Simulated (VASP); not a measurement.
# Ge3B2C3 (R3m) in VASP: elastic constants with PBE

Aim: the elastic constants of Ge3B2C3 with PBE.

Everything below comes from runs of VASP 6.6.1. Logs are shortened: lines on timing, memory, paths and dates and some standing lists are left out, and cuts for length are marked.

## Step 1: The structure

It takes space group R3m (No. 160, trigonal). Conventional cell: a = 6.230 Å, b = 6.230 Å, c = 7.965 Å, α = 90.00°, β = 90.00°, γ = 120.00°. Around Ge (site symmetry m) lie 3 C at 1.98 to 2.01 Å and 1 B at 2.09 Å. B (site symmetry 3m) is surrounded by 3 C at 1.71 Å and 1 B at 1.76 Å. B (site symmetry 3m) has 1 B at 1.76 Å as nearest neighbours. Around C (site symmetry m) lie 1 B at 1.71 Å.

The cell was built by a generator and needn't be a form met in nature.

## Step 2: Elastic constants, PBE

The input, POSCAR:

```
Ge3B2C3
1.0
    3.1149790000      1.7984340000      2.6551400000
   -3.1149790000      1.7984340000      2.6551400000
    0.0000000000     -3.5968680000      2.6551400000
Ge B C
3 2 3
Direct
    0.9960200000      0.4892770000      0.4892770000
    0.4892770000      0.9960200000      0.4892770000
    0.4892770000      0.4892770000      0.9960200000
    0.0074180000      0.0074180000      0.0074180000
    0.7862130000      0.7862130000      0.7862130000
    0.2272330000      0.2272330000      0.7777250000
    0.2272330000      0.7777250000      0.2272330000
    0.7777250000      0.2272330000      0.2272330000
```

The input, INCAR.step1:

```
ALGO = Normal ; EDIFF = 1E-8
EDIFFG = -0.002 ; ENCUT = 520
GGA = PE ; IBRION = 2
ISIF = 3 ; ISMEAR = 0
KPAR = 8 ; LASPH = T
LCHARG = F ; LREAL = F
LWAVE = F ; NELM = 60
NSW = 40 ; PREC = Accurate
SIGMA = 0.1
```

The input, INCAR.step2:

```
ALGO = Normal ; EDIFF = 1E-8
ENCUT = 520 ; GGA = PE
IBRION = 6 ; ISIF = 3
ISMEAR = 0 ; KPAR = 8
LASPH = T ; LCHARG = F
LREAL = F ; LWAVE = F
NELM = 60 ; NFREE = 2
NSW = 1 ; POTIM = 0.015
PREC = Accurate ; SIGMA = 0.1
```

The input, KPOINTS:

```
k-points
0
Gamma
  6 6 6
```

Potentials or basis: VASP PAW PBE potentials, release 64 (Ge_d, B, C).

On the command line:

```console
> cat potpaw_PBE.64/Ge_d/POTCAR potpaw_PBE.64/B/POTCAR potpaw_PBE.64/C/POTCAR > POTCAR
> cp INCAR.step1 INCAR
> mpirun -np 8 vasp_std > vasp.out
> cp CONTCAR POSCAR
> cp INCAR.step2 INCAR
> mpirun -np 8 vasp_std > vasp.out
```

OUTCAR:

```text
EDIFF = 1E-8
   ENCUT = 520
   GGA = PE
   IBRION = 6
   ISIF = 3
   ISMEAR = 0
   LASPH = T
   LREAL = F
   NELM = 60
   NFREE = 2
   NSW = 1
   POTIM = 0.015
   PREC = Accurate

 ion  position               nearest neighbor table
   1  0.996  0.490  0.490-   8 1.98   6 2.00   7 2.00   5 2.08
   2  0.490  0.996  0.490-   7 1.98   6 2.00   8 2.00   5 2.08
   3  0.490  0.490  0.996-   6 1.98   7 2.00   8 2.00   5 2.08
   4  0.008  0.008  0.008-   7 1.71   8 1.71   6 1.71   5 1.77
   5  0.785  0.785  0.785-   4 1.77   2 2.08   1 2.08   3 2.08
   6  0.227  0.227  0.777-   4 1.71   3 1.98   1 2.00   2 2.00
   7  0.227  0.777  0.227-   4 1.71   2 1.98   3 2.00   1 2.00
   8  0.777  0.227  0.227-   4 1.71   1 1.98   3 2.00   2 2.00

  LATTYP: Found a trigonal (rhomboedric) cell.
 ALAT       =     4.4699334210
 COS(alpha) =     0.0248650637

  Lattice vectors:

 A1 = (   3.1211770585,   1.8020124510,   2.6441084120)
 A2 = (  -3.1211770585,   1.8020124510,   2.6441084120)
 A3 = (   0.0000000000,  -3.6040249020,   2.6441084120)

Analysis of symmetry for initial positions (statically):
=====================================================================
 Subroutine PRICEL returns:
 Original cell was already a primitive cell.

 Routine SETGRP: Setting up the symmetry group for a
 trigonal (rhombohedral) supercell.

 Subroutine GETGRP returns: Found  6 space group operations
 (whereof  6 operations were pure point group operations)
 out of a pool of 12 trial point group operations.

The static configuration has the point symmetry C_3v.

Analysis of symmetry for dynamics (positions and initial velocities):
=====================================================================
 Subroutine PRICEL returns:
 Original cell was already a primitive cell.

 Routine SETGRP: Setting up the symmetry group for a
 trigonal (rhombohedral) supercell.

 Subroutine GETGRP returns: Found  6 space group operations
 (whereof  6 operations were pure point group operations)
 out of a pool of 12 trial point group operations.

The dynamic configuration has the point symmetry C_3v.

 Subroutine INISYM returns: Found  6 space group operations
 (whereof  6 operations are pure point group operations),
 and found     1 'primitive' translations

----------------------------------------------------------------------------------------

                                     Primitive cell

  volume of cell :      89.2291

  direct lattice vectors                    reciprocal lattice vectors
     3.121177059  1.802012451  2.644108412     0.160195974  0.092489187  0.126066440
    -3.121177059  1.802012451  2.644108412    -0.160195974  0.092489187  0.126066440
     0.000000000 -3.604024902  2.644108412     0.000000000 -0.184978374  0.126066440

  length of vectors
     4.469933377  4.469933377  4.469933421     0.223852065  0.223852065  0.223852063

  position of ions in fractional coordinates (direct lattice)
     0.996239153  0.490248157  0.490248157
     0.490248157  0.996239153  0.490248157
     0.490248157  0.490248157  0.996239153
     0.008295389  0.008295389  0.008295389
[... 144 lines left out ...]
  --------------------------------------------------------------------------------------
  -------------------------------------------------------------------------------------
  Total        0.0008778      0.0008778      0.0002967      0.0000000      0.0000000      0.0000000
  in kB        0.0157612      0.0157612      0.0053270      0.0000000      0.0000000      0.0000000
  external PRESSURE =       0.0122831 kB  Pullay stress =       0.0000000 kB
[... 107 lines left out ...]
  FREE ENERGIE OF THE ION-ELECTRON SYSTEM (eV)
  ---------------------------------------------------
  free  energy   TOTEN  =       -49.8641103705 eV

  energy  without entropy=      -49.8498378637  energy(sigma->0) =      -49.85697412

[... ionic steps 4 to 28 ...]

--------------------------------------- Ionic step       29  -------------------------------------------

 number of electron      60.0000010 magnetization

------------------------ aborting loop because EDIFF is reached ----------------------------------------
[... 79 lines left out ...]
--------------------------------------- Ionic step       31  -------------------------------------------

 number of electron      60.0000010 magnetization

 Free energy of the ion-electron system (eV)
  ---------------------------------------------------
  ext. energy  EPLUGINS =         0.00000000
  ---------------------------------------------------
  free energy    TOTEN  =       -49.88409230 eV

  energy without entropy =      -49.87031844  energy(sigma->0) =      -49.87720537

 E-fermi :   6.4368     XC(G=0): -11.5747

 val. band max:        6.4361634278   @ k =   0.5000   0.3333   0.3333
 cond. band min:       6.4390109235   @ k =   0.3333   0.3333   0.5000
 fundamental gap:      0.0028474958
 Fermi energy:         6.4368148645

 k-point     1 :       0.0000    0.0000    0.0000
  band No.  band energies     occupation
      1     -17.8687      2.00000
      2     -17.8670      2.00000
      3     -17.8637      2.00000
      4     -17.8141      2.00000
      5     -17.7711      2.00000
      6     -17.7678      2.00000
[... 925 lines left out ...]
     35      12.1039      0.00000
     36      12.4559      0.00000

 [... further k-points ...]

------------------------ aborting loop because EDIFF is reached ----------------------------------------

  FORCE on cell =-STRESS in cart. coord.  units (eV):
  Direction    XX          YY          ZZ          XY          YZ          ZX
  --------------------------------------------------------------------------------------
  -------------------------------------------------------------------------------------
  Total        0.1056824      0.0301834     -0.1392775      0.0000000     -0.0159934      0.0000000
  in kB        1.8976081      0.5419668     -2.5008341      0.0000000     -0.2871735      0.0000000
  external PRESSURE =      -0.0204197 kB  Pullay stress =       0.0000000 kB
[... 23 lines left out ...]
  FREE ENERGIE OF THE ION-ELECTRON SYSTEM (eV)
  ---------------------------------------------------
  free  energy   TOTEN  =       -49.8840922992 eV

  energy  without entropy=      -49.8703184428  energy(sigma->0) =      -49.87720537

 INTERNAL STRAIN TENSORS FROM STRAINED CELLS
 ============================================

 INTERNAL STRAIN TENSOR FOR ION    1 for displacements in x,y,z  (eV/Angst):
          X           Y           Z          XY          YZ          ZX
  --------------------------------------------------------------------------------
  x     4.91995    -3.24862     1.46881    -6.43761     1.22664     3.62761
  y   -10.67342    11.68315     0.84802     4.09093     2.19535     1.23517
  z     8.41973     2.83504   -12.59766     4.84712     1.72889     2.97701

 INTERNAL STRAIN TENSORS FROM DISPLACED ATOMS
 ============================================

 INTERNAL STRAIN TENSOR FOR ION    1 for displacements in x,y,z  (eV/Angst):
          X           Y           Z          XY          YZ          ZX
  --------------------------------------------------------------------------------
  x     4.99035    -3.22706     1.43499    -6.48753     1.23627     3.61284
  y   -10.72283    11.74087     0.82849     4.10870     2.18531     1.23627
  z     8.44184     2.78985   -12.34797     4.89477     1.73308     3.00178

 INTERNAL STRAIN TENSOR FOR ION    8 for displacements in x,y,z  (eV/Angst):
          X           Y           Z          XY          YZ          ZX
  --------------------------------------------------------------------------------
  x     2.14577    -2.83928     0.82343     6.94473     0.02465    -3.51287
  y     3.86641    -4.26681     0.47541     2.49252    -3.54133     0.02466
  z    -3.20733    -5.70376    10.08670     2.16197    -0.56176    -0.97301

 Eigenvectors and eigenvalues of the dynamical matrix
 ----------------------------------------------------

   1 f  =   23.097472 THz   145.125696 2PiTHz  770.448733 cm-1    95.523425 meV
             X         Y         Z           dx          dy          dz
      1.579287  0.911802  5.226703    -0.015308   -0.008838   -0.004723
     -1.579287  0.911802  5.226703     0.015308   -0.008838   -0.004723
      0.000000 -1.823604  5.226703     0.000000    0.017676   -0.004723
      0.000000  0.000000  0.065802    -0.000000   -0.000000   -0.786038
      0.000000  0.000000  6.228493    -0.000000    0.000000    0.603074
      0.000000 -1.982000  3.252680     0.000000    0.031196    0.069575
     -1.716462  0.991000  3.252680     0.027016   -0.015598    0.069575
      1.716462  0.991000  3.252680    -0.027016   -0.015598    0.069575
[... 243 lines left out ...]
  24 f/i=    0.005914 THz     0.037161 2PiTHz    0.197284 cm-1     0.024460 meV
             X         Y         Z           dx          dy          dz
      1.579287  0.911802  5.226703    -0.000335   -0.000193    0.513329
     -1.579287  0.911802  5.226703     0.000335   -0.000193    0.513329
      0.000000 -1.823604  5.226703    -0.000000    0.000386    0.513329
      0.000000  0.000000  0.065802    -0.000000    0.000000    0.198359
      0.000000  0.000000  6.228493    -0.000000    0.000000    0.198277
      0.000000 -1.982000  3.252680    -0.000000    0.000079    0.208822
     -1.716462  0.991000  3.252680     0.000069   -0.000040    0.208822
      1.716462  0.991000  3.252680    -0.000069   -0.000040    0.208822

--------------------------------------------------------------------------------------------------------

 ELASTIC MODULI CONTR FROM IONIC RELAXATION (kBar)
 Direction    XX          YY          ZZ          XY          YZ          ZX
 --------------------------------------------------------------------------------
 XX        -799.1244    517.1179    287.1455     -0.0000    160.4185      0.0000
 YY         517.1179   -799.1244    287.1455      0.0000   -160.4185     -0.0000
 ZZ         287.1455    287.1455   -636.0600      0.0000     -0.0000      0.0000
 XY          -0.0000      0.0000      0.0000   -658.1211      0.0000    160.4192
 YZ         160.4185   -160.4185     -0.0000      0.0000   -133.6220     -0.0000
 ZX           0.0000     -0.0000      0.0000    160.4192     -0.0000   -133.6223
 --------------------------------------------------------------------------------

 TOTAL ELASTIC MODULI (kBar)
 Direction    XX          YY          ZZ          XY          YZ          ZX
 --------------------------------------------------------------------------------
 XX        2599.4758   1593.8279    772.0338     -0.0000   -466.0807      0.0000
 YY        1593.8279   2599.4760    772.0338      0.0000    466.0808     -0.0000
 ZZ         772.0338    772.0338   3804.7856      0.0000     -0.0000      0.0000
 XY          -0.0000      0.0000      0.0000    502.8240      0.0000   -466.0801
 YZ        -466.0807    466.0808     -0.0000      0.0000   1111.8787     -0.0000
 ZX           0.0000     -0.0000      0.0000   -466.0801     -0.0000   1111.8784
 --------------------------------------------------------------------------------
```

Run time: 18 min. Hardware: 8 MPI ranks of Intel Xeon Platinum 8488C (Sapphire Rapids), shared host; peak memory 0.66 GiB.

What came out:

```yaml
Voigt_bulk_modulus: 170 GPa
Highest_phonon_frequency_at_Γ_LO-TO_splitting_left_out: 770 cm⁻¹
```

Step by step:
```tsv
step	energy change (eV)	largest force (eV/Å)	pressure (GPa)	volume (Å³)
1	0.0000	0.1030	-0.03	89.25
2	-0.0025	0.0355	0.01	89.22
3	-0.0032	0.0372	0.05	89.20
4	-0.0032	0.0147	-0.02	89.25
5	-0.0033	0.0112	0.01	89.23
6	-0.0033	0.0045	-0.01	89.24
7	-0.0033	0.0024	-0.01	89.23
8	-0.0033	0.0027	0.01	89.23
9	-0.0033	0.0027	0.01	89.23
10	-0.0033	0.0016	0.00	89.23
```

Phonon frequencies in cm⁻¹ (negative: imaginary):
| q point | frequencies |
| --- | --- |
| (0.000, 0.000, 0.000) | 0 0 0 192 192 197 242 246 246 395 395 474 512 512 607 619 628 628 681 681 713 719 719 770 |

Elastic tensor in Voigt notation (GPa, in the Cartesian axes of the cell as first typed):
```
260 159  77 -47   0   0
159 260  77  47   0   0
 77  77 380   0   0   0
-47  47   0 111   0   0
  0   0   0   0 111 -47
  0   0   0   0 -47  50
```

Clamped-ion elastic tensor (GPa):
```
340 108  48 -63   0   0
108 340  48  63   0   0
 48  48 444   0   0   0
-63  63   0 125   0   0
  0   0   0   0 125 -63
  0   0   0   0 -63 116
```
